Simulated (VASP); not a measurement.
**NbAs: cell size and functional**

Aim: relax NbAs at several levels of theory and compare the cells. The starting structure is a measured crystal structure from the Crystallography Open Database. The first relaxation on each setting starts from this cell expanded by 3 % in volume.

Main program and level: VASP 6.6.1; Kohn-Sham DFT with plane waves and PAW; PBEsol, LDA, PBE, PBEsol + D3(BJ), r2SCAN, PBEsol+U (Nb d 2 eV), LDA+U (Nb d 2 eV) and r2SCAN + rVV10.

## 1. The structure

Symmetry: I4_1md, No. 109, tetragonal system. The conventional cell has a = 3.452 Å, b = 3.452 Å, c = 11.680 Å, α = 90.00°, β = 90.00°, γ = 90.00°. Nearest to Nb lie 6 As at 2.60 to 2.63 Å. As has 6 Nb at 2.60 to 2.63 Å nearest. Farther neighbours are not listed.

## 2. Relaxation with PBEsol

PBEsol restores the gradient expansion of exchange and is tuned for the cells of solids. This run starts from the cell of an earlier relaxation, which isn't shown; the restart sets up the plane waves anew.

Contents of INCAR:

```
SYSTEM = NbAs
PREC = Accurate
ENCUT = 450
EDIFF = 1E-06
NELM = 100
ISMEAR = 0
SIGMA = 0.03
LREAL = .FALSE.
ALGO = Normal
GGA = PS
NBANDS = 24
LASPH = .TRUE.
LORBIT = 11
LWAVE = .FALSE.
LCHARG = .FALSE.
KPAR = 8
IBRION = 2
NSW = 50
ISIF = 3
EDIFFG = -0.006
```

Contents of POSCAR:

```
NbAs
1.0
   -3.4440257289      0.0000000000      0.0000000000
    0.0000000000      3.4440257289      0.0000000000
    1.7220128644     -1.7220128644     -5.7856004185
Nb As
2 2
Direct
    0.0012965320      0.5012965320      0.0025930639
    0.2512965320      0.2512965320      0.5025930639
    0.5827034680      0.0827034680      0.1654069361
    0.8327034680      0.8327034680      0.6654069361
```

Contents of KPOINTS:

```
Automatic mesh
0
Gamma
6 6 6
0 0 0
```

The projector-augmented-wave data sets are Nb_sv and As (PBE family, release 64).

Started as:

```
$ mpirun -np 8 vasp_std
```

Log:

```text
[banner, memory and clock lines left out]
running    8 mpi-ranks, on    1 nodes
 distrk:  each k-point on    1 cores,    8 groups
 distr:  one band on    1 cores,    1 groups

 POSCAR found type information on POSCAR NbAs
 POSCAR found :  2 types and       4 ions
|                                                                             |
|           W    W    AA    RRRRR   N    N  II  N    N   GGGG   !!!           |
|           W    W   A  A   R    R  NN   N  II  NN   N  G    G  !!!           |
|           W    W  A    A  R    R  N N  N  II  N N  N  G       !!!           |
|           W WW W  AAAAAA  RRRRR   N  N N  II  N  N N  G  GGG   !            |
|           WW  WW  A    A  R   R   N   NN  II  N   NN  G    G                |
|           W    W  A    A  R    R  N    N  II  N    N   GGGG   !!!           |
|                                                                             |
|     For optimal performance we recommend to set                             |
|       NCORE = 2 up to number-of-cores-per-socket                            |
|     NCORE specifies how many cores store one orbital (NPAR=cpu/NCORE).      |
|     This setting can greatly improve the performance of VASP for DFT.       |
|     The default, NCORE=1 might be grossly inefficient on modern             |
|     multi-core architectures or massively parallel machines. Do your        |
|     Unfortunately you need to use the default for GW and RPA                |
|     calculations (for HF NCORE is supported but not extensively tested      |
|     yet).                                                                   |
|                                                                             |

|                                                                             |
|               ----> ADVICE to this user running VASP <----                  |
|                                                                             |
|     You enforced a specific xc type in the INCAR file but a different       |
|     [... a line on the potential file left out ...]
|     I HOPE YOU KNOW WHAT YOU ARE DOING!                                     |
|                                                                             |

 LDA part: xc-table for (Slater+PW92), standard interpolation
 POSCAR, INCAR and KPOINTS ok, starting setup
 FFT: planning ... GRIDC
 FFT: planning ... GRID_SOFT
 FFT: planning ... GRID
 WAVECAR not read
 entering main loop
       N       E                     dE             d eps       ncg     rms          rms(c)
DAV:   1     0.315672049665E+03    0.31567E+03   -0.17751E+04  1440   0.132E+03
DAV:   2    -0.100935949529E+02   -0.32577E+03   -0.31894E+03  1768   0.487E+02
DAV:   3    -0.355362581727E+02   -0.25443E+02   -0.25093E+02  2624   0.100E+02
DAV:   4    -0.370889726691E+02   -0.15527E+01   -0.15465E+01  2104   0.212E+01
DAV:   5    -0.371389069367E+02   -0.49934E-01   -0.49915E-01  2424   0.397E+00    0.117E+01
DAV:   6    -0.351251065637E+02    0.20138E+01   -0.86762E+00  2168   0.191E+01    0.331E+00
DAV:   7    -0.351037785437E+02    0.21328E-01   -0.44443E-01  2224   0.379E+00    0.202E+00
DAV:   8    -0.350900231249E+02    0.13755E-01   -0.69951E-02  2232   0.160E+00    0.413E-01
DAV:   9    -0.350900783342E+02   -0.55209E-04   -0.48978E-03  2400   0.502E-01    0.224E-01
DAV:  10    -0.350901787524E+02   -0.10042E-03   -0.10164E-03  1912   0.302E-01    0.338E-02
DAV:  11    -0.350901680582E+02    0.10694E-04   -0.68979E-05  2200   0.627E-02    0.130E-02
DAV:  12    -0.350901653819E+02    0.26763E-05   -0.67496E-06  2120   0.245E-02    0.316E-03
DAV:  13    -0.350901652127E+02    0.16912E-06   -0.22422E-07  1336   0.437E-03
   1 F= -.35090165E+02 E0= -.35090025E+02  d E =-.350902E+02
 curvature:   0.00 expect dE= 0.000E+00 dE for cont linesearch  0.000E+00
 trial: gam= 0.00000 g(F)=  0.170E-05 g(S)=  0.672E-05 ort = 0.000E+00 (trialstep = 0.100E+01)
 search vector abs. value=  0.842E-05
 reached required accuracy - stopping structural energy minimisation
```

Run time: 6.6 s. Hardware: 8 MPI ranks of Intel Xeon Platinum 8259CL at 2.50GHz (Skylake/Cascade Lake), shared host; peak memory 1.5 GiB.

The logs omit lines about the potential files and the build; timing stands in the text.

OUTCAR, selected parts (step 2):

```text
ion  position               nearest neighbor table
   1  0.001  0.501  0.003-   4 2.60   4 2.60   3 2.61   3 2.61   3 2.61   3 2.61
   2  0.251  0.251  0.503-   3 2.60   3 2.60   4 2.61   4 2.61   4 2.61   4 2.61
   3  0.583  0.083  0.165-   2 2.60   2 2.60   1 2.61   1 2.61   1 2.61   1 2.61
   4  0.833  0.833  0.665-   1 2.60   1 2.60   2 2.61   2 2.61   2 2.61   2 2.61

  LATTYP: Found a body centered tetragonal cell.
 ALAT       =     3.4440257289
 C/A-ratio  =     3.3597893128

 Subroutine GETGRP returns: Found  8 space group operations
 (whereof  4 operations were pure point group operations)

The static configuration has the point symmetry C_2v.
 The point group associated with its full space group is C_4v.

 Found     30 irreducible k-points:

   k-points           NKPTS =     30   k-points in BZ     NKDIM =     30   number of bands    NBANDS=     24

   dimension x,y,z NGX =    24 NGY =   24 NGZ =   48
   dimension x,y,z NGXF=    48 NGYF=   48 NGZF=   96

   ENCUT  =  450.0 eV  33.07 Ry    5.75 a.u.   5.96  5.96 10.86*2*pi/ulx,y,z

   NELECT =      36.0000    total number of electrons

 k-points in reciprocal lattice and weights: Automatic mesh
   0.00000000  0.00000000  0.00000000       0.005
   0.16666667  0.00000000 -0.00000000       0.037
   0.33333333  0.00000000 -0.00000000       0.037
   0.50000000  0.00000000 -0.00000000       0.019
   0.16666667  0.16666667 -0.00000000       0.037
   0.33333333  0.16666667 -0.00000000       0.074
   0.50000000  0.16666667 -0.00000000       0.074
  -0.33333333  0.16666667  0.00000000       0.074
  -0.16666667  0.16666667  0.00000000       0.019
[...]
0.16666667  0.16666667  0.33333333       0.019
   0.00000000  0.00000000  0.50000000       0.005

 average (electrostatic) potential at core
       1 -78.9202       2 -78.9202       3 -44.5963       4 -44.5963

 E-fermi :   9.6869

 k-point     1 :       0.0000    0.0000    0.0000
  band No.  band energies     occupation
    ...
     14       7.4435      2.00000
     15       7.5852      2.00000
     16       7.9874      2.00000
     17       8.2944      2.00000
     18       8.2944      2.00000
     19      10.3670      0.00000
     20      10.9709      0.00000
     21      12.2041      0.00000
     22      12.7097      0.00000
     23      12.7097      0.00000
    ...

 k-point     2 :       0.1667    0.0000   -0.0000
  band No.  band energies     occupation
    ...
     14       7.1676      2.00000
     15       7.8142      2.00000
     16       7.9762      2.00000
     17       8.1021      2.00000
     18       8.7019      2.00000
     19      10.0828      0.00000
     20      10.6661      0.00000
     21      11.4922      0.00000
     22      12.4379      0.00000
     23      12.7019      0.00000
    ...

 k-point     3 :       0.3333    0.0000   -0.0000
  band No.  band energies     occupation
    ...
     14       6.6732      2.00000
     15       7.6000      2.00000
     16       8.0079      2.00000
     17       8.2024      2.00000
     18       9.4379      2.00000
     19       9.7889      0.00000
     20      10.8040      0.00000
     21      11.1442      0.00000
     22      11.9442      0.00000
     23      12.4545      0.00000
    ...

  Total       -0.0155178     -0.0155178     -0.0086868      0.0000000      0.0000000     -0.0000000
  in kB       -0.3622925     -0.3622925     -0.2028111      0.0000000      0.0000000     -0.0000000
  external PRESSURE =      -0.3091320 kB  Pullay stress =       0.0000000 kB

  energy-cutoff  :      450.00
  volume of cell :       68.62
      direct lattice vectors                 reciprocal lattice vectors
    -3.444025729  0.000000000  0.000000000    -0.290357877  0.000000000 -0.086421454
     0.000000000  3.444025729  0.000000000     0.000000000  0.290357877 -0.086421454
     1.722012864 -1.722012864 -5.785600418     0.000000000  0.000000000 -0.172842908

 POSITION                                       TOTAL-FORCE (eV/Angst)
 -----------------------------------------------------------------------------------
     -0.00000      1.72201     -0.01500        -0.000000      0.000000     -0.002965
     -0.00000      0.00000     -2.90780        -0.000000      0.000000     -0.002965
     -1.72201     -0.00000     -0.95698         0.000000     -0.000000      0.002965
     -1.72201      1.72201     -3.84978         0.000000     -0.000000      0.002965
 -----------------------------------------------------------------------------------
    total drift:                                0.000021     -0.000021     -0.000416

  FREE ENERGIE OF THE ION-ELECTRON SYSTEM (eV)
  ---------------------------------------------------
  free  energy   TOTEN  =       -35.0901652127 eV

  energy  without entropy=      -35.0898845799  energy(sigma->0) =      -35.09002490

 reached required accuracy - stopping structural energy minimisation

 total charge
# of ion       s       p       d       tot
------------------------------------------
    1        2.150   6.015   2.500  10.664
    2        2.150   6.015   2.500  10.664
    3        1.202   1.650   0.078   2.929
    4        1.202   1.650   0.078   2.929
--------------------------------------------------
tot          6.703  15.329   5.155  27.187

[... 3 further parts left out ...]
```

CONTCAR:

```
NbAs
   1.00000000000000
    -3.4440257288999998    0.0000000000000000    0.0000000000000000
     0.0000000000000000    3.4440257288999998    0.0000000000000000
     1.7220128643999999   -1.7220128643999999   -5.7856004184999996
  Nb              As
     2     2
Direct
     0.0012965319999978    0.5012965319999978    0.0025930639000009
     0.2512965319999978    0.2512965319999978    0.5025930639000009
     0.5827034679999983    0.0827034679999983    0.1654069360999983
     0.8327034679999983    0.8327034679999983    0.6654069360999983
```

The PAW data sets were made with PBE, which is usual practice but a small mismatch for other functionals. The run keeps the 8 symmetry operations of its start, so it cannot find a distortion of lower symmetry.

With PBEsol the relaxed cell holds 17.156 Å³ an atom, -1.37 % against the measured cell, with a = 3.444 Å and c = 11.571 Å.

## 3. Relaxation with LDA

LDA, the lowest rung, knows the local density alone. This run starts from the cell of an earlier relaxation, which isn't shown; the restart sets up the plane waves anew.

INCAR, as its differences from that of step 2:

```diff
@@ -9,3 +9,3 @@
 ALGO = Normal
-GGA = PS
+GGA = CA
 NBANDS = 24
```

Contents of POSCAR:

```
NbAs
1.0
   -3.4233844216      0.0000000000      0.0000000000
    0.0000000000      3.4233844216      0.0000000000
    1.7116922107     -1.7116922107     -5.7570397400
Nb As
2 2
Direct
    0.0012730738      0.5012730738      0.0025461476
    0.2512730738      0.2512730738      0.5025461476
    0.5827269262      0.0827269262      0.1654538524
    0.8327269262      0.8327269262      0.6654538524
```

KPOINTS is that of step 2.

Potentials, in the order of the species: Nb_sv and As (LDA family, release 64).

Started as:

```
$ mpirun -np 8 vasp_std
```

Log:

```text
[banner, memory and clock lines left out]
running    8 mpi-ranks, on    1 nodes
[...]
[... a notice as in an earlier step ...]

 LDA part: xc-table for (Slater(with rela. corr.)+CA(PZ))
 , standard interpolation
 POSCAR, INCAR and KPOINTS ok, starting setup
[...]
entering main loop
       N       E                     dE             d eps       ncg     rms          rms(c)
DAV:   1     0.340194650609E+03    0.34019E+03   -0.17820E+04  1440   0.134E+03
DAV:   2    -0.970574368669E+01   -0.34990E+03   -0.34254E+03  1888   0.536E+02
DAV:   3    -0.365387234045E+02   -0.26833E+02   -0.26489E+02  2616   0.109E+02
DAV:   4    -0.382147826162E+02   -0.16761E+01   -0.16700E+01  2256   0.224E+01
[...]
DAV:  10    -0.363447307762E+02    0.18534E-05   -0.11271E-03  2160   0.312E-01    0.301E-02
DAV:  11    -0.363447245143E+02    0.62620E-05   -0.60680E-05  2168   0.718E-02    0.129E-02
DAV:  12    -0.363447237815E+02    0.73272E-06   -0.36670E-06  1696   0.169E-02
   1 F= -.36344724E+02 E0= -.36344583E+02  d E =-.363447E+02
[...]
DAV:   3    -0.363447158191E+02    0.31520E-04   -0.68549E-05  2720   0.689E-02    0.152E-02
DAV:   4    -0.363447149724E+02    0.84671E-06   -0.27420E-05  2848   0.237E-02    0.871E-03
DAV:   5    -0.363447168583E+02   -0.18860E-05   -0.26641E-06  1760   0.134E-02    0.300E-03
DAV:   6    -0.363447170112E+02   -0.15283E-06   -0.15394E-06  1544   0.802E-03
   2 F= -.36344717E+02 E0= -.36344578E+02  d E =0.677037E-05
 trial-energy change:    0.000007  1 .order    0.000003   -0.000024    0.000030
 step:   0.3463(harm=  0.4530)  dis= 0.00009  next Energy=   -36.344728 (dE=-0.406E-05)
[...]
N       E                     dE             d eps       ncg     rms          rms(c)
DAV:   1    -0.363447957249E+02   -0.78867E-04   -0.27873E-03  1960   0.614E-01    0.648E-02
DAV:   2    -0.363447406309E+02    0.55094E-04   -0.33777E-04  2480   0.185E-01    0.256E-02
DAV:   3    -0.363447267550E+02    0.13876E-04   -0.29525E-05  2712   0.452E-02    0.987E-03
DAV:   4    -0.363447263276E+02    0.42740E-06   -0.11875E-05  2656   0.154E-02    0.544E-03
DAV:   5    -0.363447270642E+02   -0.73658E-06   -0.82702E-07  1032   0.876E-03
   3 F= -.36344727E+02 E0= -.36344587E+02  d E =-.328264E-05
[...]
reached required accuracy - stopping structural energy minimisation
```

Run time: 11 s. Hardware: 8 MPI ranks; peak memory 1.4 GiB.

From OUTCAR (step 3):

```text
  Total        0.0122975      0.0122975     -0.0001053     -0.0000000      0.0000000     -0.0000000
  in kB        0.2921024      0.2921024     -0.0025000     -0.0000000      0.0000000     -0.0000000
  external PRESSURE =       0.1939016 kB  Pullay stress =       0.0000000 kB

 POSITION                                       TOTAL-FORCE (eV/Angst)
 -----------------------------------------------------------------------------------
     -0.00000      1.71157     -0.01474        -0.000000      0.000000     -0.003973
     -0.00000      0.00000     -2.89288        -0.000000      0.000000     -0.003973
     -1.71157      0.00000     -0.95231         0.000000     -0.000000      0.003973
     -1.71157      1.71157     -3.83044         0.000000     -0.000000      0.003973
 -----------------------------------------------------------------------------------
    total drift:                                0.000014     -0.000014     -0.000433

  FREE ENERGIE OF THE ION-ELECTRON SYSTEM (eV)
  ---------------------------------------------------
  free  energy   TOTEN  =       -36.3447270642 eV

  energy  without entropy=      -36.3444470743  energy(sigma->0) =      -36.34458707

[... 2 parts as in an earlier step ...]

[... 2 further parts left out ...]
[key lines of the parts left out:]
E-fermi :   9.9670
```

With LDA the relaxed cell holds 16.863 Å³ an atom, -3.06 % against the measured cell, with a = 3.423 Å and c = 11.513 Å. That is -1.71 % from PBEsol.

## 4. Relaxation with PBE

PBE, the usual starting point, adds the gradient of the density.

INCAR, as its differences from that of step 3:

```diff
@@ -9,3 +9,3 @@
 ALGO = Normal
-GGA = CA
+GGA = PE
 NBANDS = 24
```

Contents of POSCAR:

```
NbAs
1.0
   -3.4858774703      0.0000000000      0.0000000000
    0.0000000000      3.4858774703      0.0000000000
    1.7429387351     -1.7429387351     -5.8978255429
Nb As
2 2
Direct
    0.0000000000      0.5000000000      0.0000000000
    0.2500000000      0.2500000000      0.5000000000
    0.5840000000      0.0840000000      0.1680000000
    0.8340000000      0.8340000000      0.6680000000
```

KPOINTS is that of step 3.

The projector-augmented-wave data sets are Nb_sv and As (PBE family, release 64).

Started as:

```
$ mpirun -np 8 vasp_std
```

Log:

```text
[banner, memory and clock lines left out]
running    8 mpi-ranks, on    1 nodes
[...]
[... a notice as in an earlier step ...]

 LDA part: xc-table for (Slater+PW92), standard interpolation
 POSCAR, INCAR and KPOINTS ok, starting setup
[...]
entering main loop
       N       E                     dE             d eps       ncg     rms          rms(c)
DAV:   1     0.322213150649E+03    0.32221E+03   -0.17911E+04  1440   0.132E+03
DAV:   2    -0.614730663249E+01   -0.32836E+03   -0.32105E+03  1736   0.489E+02
DAV:   3    -0.327614307591E+02   -0.26614E+02   -0.26133E+02  2592   0.102E+02
DAV:   4    -0.344668790880E+02   -0.17054E+01   -0.16989E+01  2216   0.219E+01
[...]
DAV:  11    -0.324903208325E+02    0.17041E-04   -0.77538E-05  2176   0.774E-02    0.141E-02
DAV:  12    -0.324903167765E+02    0.40561E-05   -0.31841E-06  1584   0.162E-02    0.370E-03
DAV:  13    -0.324903161592E+02    0.61726E-06   -0.57225E-07  1352   0.730E-03
   1 F= -.32490316E+02 E0= -.32489799E+02  d E =-.324903E+02
[... from here on, the cycles between the ionic steps are left out ...]
   2 F= -.32490241E+02 E0= -.32489666E+02  d E =0.754806E-04
   3 F= -.32498951E+02 E0= -.32498326E+02  d E =-.863485E-02
   4 F= -.32500649E+02 E0= -.32500078E+02  d E =-.169834E-02
   5 F= -.32500789E+02 E0= -.32500193E+02  d E =-.183781E-02
   6 F= -.32500830E+02 E0= -.32500213E+02  d E =-.410228E-04
   7 F= -.32500902E+02 E0= -.32500288E+02  d E =-.112723E-03
   8 F= -.32500908E+02 E0= -.32500326E+02  d E =-.118842E-03
   9 F= -.32500891E+02 E0= -.32500343E+02  d E =0.169390E-04
  10 F= -.32500919E+02 E0= -.32500348E+02  d E =-.108635E-04
  11 F= -.32500916E+02 E0= -.32500342E+02  d E =-.869232E-05
[...]
reached required accuracy - stopping structural energy minimisation
```

Elapsed: 44 s, on 8 MPI ranks; peak memory 1.7 GiB.

Parts of OUTCAR (step 4):

```text
  Total       -0.0107490     -0.0107490     -0.0013186      0.0000000      0.0000000     -0.0000000
  in kB       -0.2428654     -0.2428654     -0.0297925      0.0000000      0.0000000     -0.0000000
  external PRESSURE =      -0.1718411 kB  Pullay stress =       0.0000000 kB

 POSITION                                       TOTAL-FORCE (eV/Angst)
 -----------------------------------------------------------------------------------
     -0.00000      1.73722     -0.01281        -0.000000      0.000000     -0.003996
     -0.00000      0.00000     -2.94987        -0.000000      0.000000     -0.003996
     -1.73722      0.00000     -0.97404         0.000000     -0.000000      0.003996
     -1.73722      1.73722     -3.91110         0.000000     -0.000000      0.003996
 -----------------------------------------------------------------------------------
    total drift:                                0.000010     -0.000010     -0.000147

  FREE ENERGIE OF THE ION-ELECTRON SYSTEM (eV)
  ---------------------------------------------------
  free  energy   TOTEN  =       -32.5009163547 eV

  energy  without entropy=      -32.4997672479  energy(sigma->0) =      -32.50034180

[... 2 parts as in an earlier step ...]

[... 2 further parts left out ...]
[key lines of the parts left out:]
E-fermi :   9.3870
```

Logs of long relaxations may skip ionic steps without a mark.

With PBE the relaxed cell holds 17.728 Å³ an atom, +1.91 % against the measured cell, with a = 3.474 Å and c = 11.748 Å. That is +3.33 % from PBEsol.

(Continued in part 2 of 3.)

[Lines on the potential files, build, host, timing and source positions are cut from VASP's logs without a mark.]

[Logs are printed without paths, hosts, clocks, repeated set-up lines and the standing remarks that a program may print on its own settings, such as how far it seeks lower states.]

[Hosts, paths, dates, database ids (printed as entryN), source tags and the programs' standing remarks are cut or masked in the printed files.]
